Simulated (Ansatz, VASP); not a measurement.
## Cross-check of C (Diamond) between VASP and Ansatz

Aim: how closely do two programs agree when they are given the same cell, functional and k mesh? The cell is taken from a series of runs on this material, whose earlier steps may have relaxed, scaled, displaced or heated it; both programs get it as it stands.

Method: plane waves, with VASP 6.6.1 beside it; G0W0 gap at PBE0 form with 5 % exact exchange with an exact-exchange share of 0.05, in Ansatz 0.2.0.

## Step 1: Starting point

The structure is cubic, space group Fd-3m (No. 227). The conventional cell has a = 3.567 Å, b = 3.567 Å, c = 3.567 Å, α = 90.00°, β = 90.00°, γ = 90.00°. Nearest to C lie 4 C at 1.54 Å.

Coordinates:

```xyz
2
Lattice="0.0000 1.7834 1.7834 1.7834 0.0000 1.7834 1.7834 1.7834 0.0000" Properties=species:S:1:pos:R:3 pbc="T T T"
C     0.0000    0.0000    0.0000
C     0.8917    0.8917    0.8917
```

## Step 2: VASP: G0W0 gap, PBE0 form with 5 % exact exchange with an exact-exchange share of 0.05

Quasiparticle shifts depend on high empty states and on the cores, so they are the hardest test of two PAW sets.

Lines of VASP's logs that name or quote its potential files are left out, and so is its time.

The run reads the wave functions of an earlier VASP run, which isn't shown here.

INCAR reads:

```
SYSTEM = C
PREC = Accurate
ENCUT = 440
ISMEAR = 0
SIGMA = 0.01
LREAL = .FALSE.
LHFCALC = .TRUE.
AEXX = 0.05
GGA = PE
LASPH = .TRUE.
NBANDS = 56
PRECFOCK = Fast
ALGO = EVGW0
NELMGW = 1
ENCUTGW = 150
NOMEGA = 64
NBANDSGW = 16
LWAVE = .FALSE.
LCHARG = .FALSE.
```

POSCAR reads:

```
C
1.0
    0.0000000000      1.7833700000      1.7833700000
    1.7833700000      0.0000000000      1.7833700000
    1.7833700000      1.7833700000      0.0000000000
C
2
Direct
    0.0000000000      0.0000000000      0.0000000000
    0.2500000000      0.2500000000      0.2500000000
```

KPOINTS reads:

```
Automatic mesh
0
Gamma
10 10 10
0 0 0
```

The projector-augmented-wave data sets are C_GW (PBE family, release 64).

On the command line:

```console
mpirun -np 8 vasp_std
```

Numbers of over 12 decimals in the logs are rounded to 6 here.

What it wrote:

```text
[banner, memory and clock lines left out]
running    8 mpi-ranks, on    1 nodes
 distrk:  each k-point on    8 cores,    1 groups
 distr:  one band on    1 cores,    8 groups

 POSCAR found type information on POSCAR C
 POSCAR found :  1 types and       2 ions
|                                                                             |
|           W    W    AA    RRRRR   N    N  II  N    N   GGGG   !!!           |
|           W    W   A  A   R    R  NN   N  II  NN   N  G    G  !!!           |
|           W    W  A    A  R    R  N N  N  II  N N  N  G       !!!           |
|           W WW W  AAAAAA  RRRRR   N  N N  II  N  N N  G  GGG   !            |
|           WW  WW  A    A  R   R   N   NN  II  N   NN  G    G                |
|           W    W  A    A  R    R  N    N  II  N    N   GGGG   !!!           |
|                                                                             |
|     For optimal performance we recommend to set                             |
|       NCORE = 2 up to number-of-cores-per-socket                            |
|     NCORE specifies how many cores store one orbital (NPAR=cpu/NCORE).      |
|     This setting can greatly improve the performance of VASP for DFT.       |
|     The default, NCORE=1 might be grossly inefficient on modern             |
|     multi-core architectures or massively parallel machines. Do your        |
|     Unfortunately you need to use the default for GW and RPA                |
|     calculations (for HF NCORE is supported but not extensively tested      |
|     yet).                                                                   |
|                                                                             |

|                                                                             |
|           W    W    AA    RRRRR   N    N  II  N    N   GGGG   !!!           |
|           W    W   A  A   R    R  NN   N  II  NN   N  G    G  !!!           |
|           W    W  A    A  R    R  N N  N  II  N N  N  G       !!!           |
|           W WW W  AAAAAA  RRRRR   N  N N  II  N  N N  G  GGG   !            |
|           WW  WW  A    A  R   R   N   NN  II  N   NN  G    G                |
|           W    W  A    A  R    R  N    N  II  N    N   GGGG   !!!           |
|                                                                             |
|     The default for ENCUTGWSOFT is different in this version of VASP.       |
|     please manually set ENCUTGWSOFT =150 in the INCAR file.                 |
|                                                                             |

 LDA part: xc-table for (Slater+PW92), standard interpolation
 found WAVECAR, reading the header
 POSCAR, INCAR and KPOINTS ok, starting setup
 FFT: planning ... GRIDC
 FFT: planning ... GRID_SOFT
 FFT: planning ... GRID
 reading WAVECAR
 the WAVECAR file was read successfully
 initial charge from wavefunction
 available memory per node:    137.52 GB, setting MAXMEM to    140825

 The Fermi energy was updated, please check that it is located mid-gap
 values below the HOMO (VB) or above the LUMO (CB) will cause erroneous energies
 E-fermi :  11.8405

 calculate exact exchange contribution
 the WAVEDER file was read successfully
energies w=
    0.000    0.000    0.930    0.000    1.859    0.000    2.783    0.000
    3.700    0.000    4.611    0.000    5.512    0.000    6.402    0.000
    7.281    0.000    8.149    0.000    9.004    0.000    9.848    0.000
   10.680    0.000   11.501    0.000   12.312    0.000   13.113    0.000
   13.906    0.000   14.691    0.000   15.471    0.000   16.247    0.000
   17.019    0.000   17.790    0.000   18.562    0.000   19.336    0.000
   20.114    0.000   20.898    0.000   21.691    0.000   22.494    0.000
   23.311    0.000   24.143    0.000   24.994    0.000   25.866    0.000
   26.764    0.000   27.691    0.000   28.651    0.000   29.649    0.000
   30.691    0.000   31.782    0.000   32.930    0.000   34.142    0.000
   35.429    0.000   36.800    0.000   38.268    0.000   39.847    0.000
   41.557    0.000   43.417    0.000   45.455    0.000   47.700    0.000
   50.192    0.000   52.980    0.000   56.125    0.000   59.704    0.000
   63.821    0.000   68.612    0.000   74.261    0.000   81.024    0.000
   89.269    0.000   99.540    0.000  112.684    0.000  130.085    0.000
  154.178    0.000  189.683    0.000  247.104    0.000  355.490    0.000
 responsefunction array rank=      64
 LDA part: xc-table for (Slater+PW92), standard interpolation

 min. memory requirement per mpi rank    247.4 MB, per node   1979.6 MB

 allocating   8 responsefunctions rank=    64
[...]
performed       2364000 updates of chi_q(r,r)
 total number of BLAS operations         59.18 Gflops
NQ=   4    0.3000    0.0000    0.0000,
|.........|.........|.........|.........|.........|.........|.........|.........
 performed       3296000 updates of chi_q(r,r)
 total number of BLAS operations         74.96 Gflops
NQ=   5    0.4000    0.0000    0.0000,
|.........|.........|.........|.........|.........|.........|.........|.........
 performed       4228000 updates of chi_q(r,r)
 total number of BLAS operations         90.73 Gflops
NQ=   6    0.5000    0.0000    0.0000,
|.........|.........|.........|.........|.........|.........|.........|.........
 performed       4973000 updates of chi_q(r,r)
[...]
|.........|.........|.........|.........|.........|.........|.........|.........
 performed      24458000 updates of chi_q(r,r)
 total number of BLAS operations        483.63 Gflops
NQ=  20   -0.4000    0.2000    0.0000,
|.........|.........|.........|.........|.........|.........|.........|.........
 performed      26099000 updates of chi_q(r,r)
 total number of BLAS operations        510.23 Gflops
NQ=  21   -0.3000    0.2000    0.0000,
|.........|.........|.........|.........|.........|.........|.........|.........
 performed      27740000 updates of chi_q(r,r)
 total number of BLAS operations        539.24 Gflops
NQ=  22   -0.2000    0.2000    0.0000,
|.........|.........|.........|.........|.........|.........|.........|.........
 performed      29023000 updates of chi_q(r,r)
 total number of BLAS operations        561.92 Gflops
NQ=  23    0.3000    0.3000    0.0000,
|.........|.........|.........|.........|.........|.........|.........|.........
 performed      29919000 updates of chi_q(r,r)
 total number of BLAS operations        581.31 Gflops
NQ=  24    0.4000    0.3000    0.0000,
|.........|.........|.........|.........|.........|.........|.........|.........
 performed      31560000 updates of chi_q(r,r)
 total number of BLAS operations        611.57 Gflops
NQ=  25    0.5000    0.3000    0.0000,
|.........|.........|.........|.........|.........|.........|.........|.........
 performed      33201000 updates of chi_q(r,r)
 total number of BLAS operations        639.36 Gflops
NQ=  26   -0.4000    0.3000    0.0000,
|.........|.........|.........|.........|.........|.........|.........|.........
 performed      34842000 updates of chi_q(r,r)
 total number of BLAS operations        672.19 Gflops
NQ=  27   -0.3000    0.3000    0.0000,
|.........|.........|.........|.........|.........|.........|.........|.........
 performed      36125000 updates of chi_q(r,r)
 total number of BLAS operations        693.92 Gflops
NQ=  28    0.4000    0.4000    0.0000,
|.........|.........|.........|.........|.........|.........|.........|.........
 performed      37021000 updates of chi_q(r,r)
 total number of BLAS operations        707.80 Gflops
NQ=  29    0.5000    0.4000    0.0000,
|.........|.........|.........|.........|.........|.........|.........|.........
 performed      38662000 updates of chi_q(r,r)
 total number of BLAS operations        730.97 Gflops
NQ=  30   -0.4000    0.4000    0.0000,
|.........|.........|.........|.........|.........|.........|.........|.........
 performed      39945000 updates of chi_q(r,r)
 total number of BLAS operations        754.62 Gflops
NQ=  31    0.5000    0.5000    0.0000,
|.........|.........|.........|.........|.........|.........|.........|.........
 performed      40610000 updates of chi_q(r,r)
 total number of BLAS operations        763.13 Gflops
NQ=  32    0.3000    0.2000    0.1000,
|.........|.........|.........|.........|.........|.........|.........|.........
 performed      42445000 updates of chi_q(r,r)
 total number of BLAS operations        798.39 Gflops
NQ=  33    0.4000    0.2000    0.1000,
|.........|.........|.........|.........|.........|.........|.........|.........
 performed      44653000 updates of chi_q(r,r)
 total number of BLAS operations        840.80 Gflops
NQ=  34    0.5000    0.2000    0.1000,
|.........|.........|.........|.........|.........|.........|.........|.........
 performed      46861000 updates of chi_q(r,r)
 total number of BLAS operations        881.49 Gflops
NQ=  35   -0.4000    0.2000    0.1000,
|.........|.........|.........|.........|.........|.........|.........|.........
 performed      48581000 updates of chi_q(r,r)
 total number of BLAS operations        908.14 Gflops
NQ=  36    0.4000    0.3000    0.1000,
|.........|.........|.........|.........|.........|.........|.........|.........
 performed      50416000 updates of chi_q(r,r)
 total number of BLAS operations        941.97 Gflops
NQ=  37    0.5000    0.3000    0.1000,
|.........|.........|.........|.........|.........|.........|.........|.........
 performed      52624000 updates of chi_q(r,r)
 total number of BLAS operations        980.99 Gflops
NQ=  38   -0.4000    0.3000    0.1000,
|.........|.........|.........|.........|.........|.........|.........|.........
 performed      54832000 updates of chi_q(r,r)
 total number of BLAS operations       1016.76 Gflops
NQ=  39   -0.3000    0.3000    0.1000,
|.........|.........|.........|.........|.........|.........|.........|.........
 performed      57040000 updates of chi_q(r,r)
 total number of BLAS operations       1052.53 Gflops
NQ=  40   -0.2000    0.3000    0.1000,
|.........|.........|.........|.........|.........|.........|.........|.........
 performed      58760000 updates of chi_q(r,r)
 total number of BLAS operations       1081.66 Gflops
NQ=  41    0.5000    0.4000    0.1000,
|.........|.........|.........|.........|.........|.........|.........|.........
 performed      60595000 updates of chi_q(r,r)
 total number of BLAS operations       1112.72 Gflops
NQ=  42   -0.4000    0.4000    0.1000,
|.........|.........|.........|.........|.........|.........|.........|.........
 performed      62803000 updates of chi_q(r,r)
 total number of BLAS operations       1151.74 Gflops
NQ=  43   -0.3000    0.4000    0.1000,
|.........|.........|.........|.........|.........|.........|.........|.........
 performed      64523000 updates of chi_q(r,r)
 total number of BLAS operations       1184.79 Gflops
NQ=  44   -0.4000    0.5000    0.1000,
|.........|.........|.........|.........|.........|.........|.........|.........
 performed      65809000 updates of chi_q(r,r)
 total number of BLAS operations       1202.95 Gflops
NQ=  45   -0.4000    0.4000    0.2000,
|.........|.........|.........|.........|.........|.........|.........|.........
 performed      67644000 updates of chi_q(r,r)
 total number of BLAS operations       1238.20 Gflops
NQ=  46   -0.3000    0.4000    0.2000,
|.........|.........|.........|.........|.........|.........|.........|.........
 performed      69364000 updates of chi_q(r,r)
 total number of BLAS operations       1267.33 Gflops
NQ=  47   -0.3000    0.5000    0.2000,
|.........|.........|.........|.........|.........|.........|.........|.........
 performed      70650000 updates of chi_q(r,r)
 total number of BLAS operations       1289.11 Gflops
 resolving degeneracies of screened two electron integrals

 calculate QP shifts <psi_nk| G(iteration)W_0 |psi_nk>: iteration 1
 entering main loop
```

Parts of OUTCAR (step 2):

```text
ion  position               nearest neighbor table
   1  0.000  0.000  0.000-   2 1.54   2 1.54   2 1.54   2 1.54
   2  0.250  0.250  0.250-   1 1.54   1 1.54   1 1.54   1 1.54

  LATTYP: Found a face centered cubic cell.
 ALAT       =     3.5667400000

 Subroutine GETGRP returns: Found 48 space group operations
 (whereof 24 operations were pure point group operations)

The static configuration has the point symmetry T_d .
 The point group associated with its full space group is O_h .

 Found     47 irreducible k-points:

   k-points           NKPTS =     47   k-points in BZ     NKDIM =   1000   number of bands    NBANDS=     56

   dimension x,y,z NGX =    18 NGY =   18 NGZ =   18
   dimension x,y,z NGXF=    36 NGYF=   36 NGZF=   36

   ENCUT  =  440.0 eV  32.34 Ry    5.69 a.u.   4.31  4.31  4.31*2*pi/ulx,y,z

   NELECT =       8.0000    total number of electrons

  energy-cutoff  :      440.00
  volume of cell :       11.34
      direct lattice vectors                 reciprocal lattice vectors
     0.000000000  1.783370000  1.783370000    -0.280368067  0.280368067  0.280368067
     1.783370000  0.000000000  1.783370000     0.280368067 -0.280368067  0.280368067
     1.783370000  1.783370000  0.000000000     0.280368067  0.280368067 -0.280368067

 k-points in reciprocal lattice and weights: Automatic mesh
   0.00000000  0.00000000  0.00000000       0.001
   0.10000000  0.00000000  0.00000000       0.008
   0.20000000  0.00000000  0.00000000       0.008
   0.30000000  0.00000000  0.00000000       0.008
   0.40000000  0.00000000  0.00000000       0.008
   0.50000000  0.00000000  0.00000000       0.004
   0.10000000  0.10000000  0.00000000       0.006
   0.20000000  0.10000000  0.00000000       0.024
   0.30000000  0.10000000  0.00000000       0.024
[...]
-0.30000000  0.40000000  0.20000000       0.024
  -0.30000000  0.50000000  0.20000000       0.012

 E-fermi :  11.8405

 QP shifts <psi_nk| G(iteration)W_0 |psi_nk>: iteration 1
 for sc-GW calculations column KS-energies equals QP-energies in previous step
 and V_xc(KS)=  KS-energies - (<T + V_ion + V_H > + <T+V_H+V_ion>^1  + <V_x>^1)
 k-point   1 :       0.0000    0.0000    0.0000
  band No.  KS-energies  QP-energies   sigma(KS)   V_xc(KS)     V^pw_x(r,r')   Z            occupation Imag(sigma)
      1     -12.3328     -13.5138     -16.9559     -15.3956     -25.4300       0.7569       2.0000       1.3389
      2       9.5677       9.1644     -17.4558     -16.9716     -19.0964       0.8328       2.0000       0.0496
      3       9.5677       9.1644     -17.4558     -16.9716     -19.0964       0.8328       2.0000       0.0496
      4       9.5677       9.1644     -17.4558     -16.9716     -19.0964       0.8328       2.0000       0.0496
      5      15.5762      16.5609     -14.0869     -15.2730      -9.3832       0.8302       0.0000      -0.0751
      6      15.5762      16.5609     -14.0869     -15.2730      -9.3832       0.8302       0.0000      -0.0751
      7      15.5762      16.5609     -14.0869     -15.2730      -9.3832       0.8302       0.0000      -0.0751
      8      23.4226      24.2978     -14.8860     -16.0086      -7.7983       0.7796       0.0000      -0.1782
    ...

 k-point   2 :       0.1000    0.0000    0.0000
  band No.  KS-energies  QP-energies   sigma(KS)   V_xc(KS)     V^pw_x(r,r')   Z            occupation Imag(sigma)
      1     -12.0518     -13.2241     -16.9540     -15.4101     -25.3602       0.7593       2.0000       1.3049
      2       7.8687       7.3574     -17.2142     -16.5961     -19.2466       0.8271       2.0000       0.0590
      3       9.1176       8.6948     -17.3708     -16.8622     -19.1075       0.8312       2.0000       0.0518
      4       9.1176       8.6948     -17.3708     -16.8622     -19.1075       0.8312       2.0000       0.0518
      5      16.1731      17.1828     -14.1656     -15.3844      -9.3100       0.8283       0.0000      -0.0792
      6      16.1731      17.1828     -14.1656     -15.3844      -9.3100       0.8283       0.0000      -0.0792
      7      16.5283      17.4935     -14.2821     -15.4482      -9.4161       0.8277       0.0000      -0.0805
      8      23.6660      24.5650     -14.7814     -15.9378      -7.6372       0.7775       0.0000      -0.1841
    ...

 k-point   3 :       0.2000    0.0000    0.0000
  band No.  KS-energies  QP-energies   sigma(KS)   V_xc(KS)     V^pw_x(r,r')   Z            occupation Imag(sigma)
      1     -11.2129     -12.3516     -16.9559     -15.4567     -25.1547       0.7595       2.0000       1.1976
      2       4.5948       3.8542     -17.0858     -16.1742     -20.1209       0.8124       2.0000       0.0893
      3       8.2238       7.7458     -17.3096     -16.7324     -19.3116       0.8281       2.0000       0.0577
      4       8.2238       7.7458     -17.3096     -16.7324     -19.3116       0.8281       2.0000       0.0577
      5      17.3265      18.3884     -14.1634     -15.4518      -8.9558       0.8242       0.0000      -0.0890
      6      17.3265      18.3884     -14.1634     -15.4518      -8.9558       0.8242       0.0000      -0.0890
      7      17.7490      18.6602     -14.3320     -15.4387      -9.1019       0.8233       0.0000      -0.0913
      8      24.3394      25.2947     -14.3968     -15.6251      -7.1007       0.7778       0.0000      -0.2023
    ...

 k-point   4 :       0.3000    0.0000    0.0000
  band No.  KS-energies  QP-energies   sigma(KS)   V_xc(KS)     V^pw_x(r,r')   Z            occupation Imag(sigma)
      1      -9.8377     -10.9299     -16.9884     -15.5479     -24.8310       0.7582       2.0000       1.0195
      2       1.1182       0.2128     -16.9911     -15.8456     -21.1410       0.7903       2.0000       0.1462
      3       7.4175       6.8797     -17.3262     -16.6748     -19.6025       0.8255       2.0000       0.0639
      4       7.4175       6.8797     -17.3262     -16.6748     -19.6025       0.8255       2.0000       0.0639
      5      18.1634      19.2369     -13.9588     -15.2638      -8.5010       0.8226       0.0000      -0.0963
      6      18.1634      19.2369     -13.9588     -15.2638      -8.5010       0.8226       0.0000      -0.0963
      7      18.4407      19.2740     -14.3595     -15.3747      -8.8928       0.8208       0.0000      -0.0986
      8      25.1541      26.1164     -13.6702     -14.9047      -6.2391       0.7795       0.0000      -0.2243
    ...

[... 4 further parts left out ...]
```

(Continued in part 2 of 2.)

[Lines on the potential files, build, host, timing and source positions are cut from VASP's logs without a mark.]

[Logs are printed without paths, hosts, clocks, repeated set-up lines and the standing remarks that a program may print on its own settings, such as how far it seeks lower states.]

[Hosts, paths, dates, database ids (printed as entryN), source tags and the programs' standing remarks are cut or masked in the printed files.]
